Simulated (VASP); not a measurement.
Given:

```
CELL_PARAMETERS angstrom
      0.00000     2.08246     2.08246
      2.08246     0.00000     2.08246
      2.08246     2.08246     0.00000
ATOMIC_POSITIONS crystal
  Au 0.00000 0.00000 0.00000
```

Method: PW91 GGA, VASP's PBE PAW potentials (set 64) (plane waves; VASP). Numerical set-up: 520 eV cut-off, Gaussian smearing of 0.050 eV, potentials Au.

Unless said otherwise, spin-orbit coupling is left out, though it shifts the bands of the heavy elements here.

Q: What does the run give for the band gap (along the path) with the smallest direct gap where there is one?

A: 
```json
{
 "band gap (along the path)": "none (metal, semimetal or under 0.01 eV)"
}
```

Only differences to runs with the same potentials and settings are physical.

The compound is Au in the fcc structure. It was relaxed first, which changed the volume by +6 %.
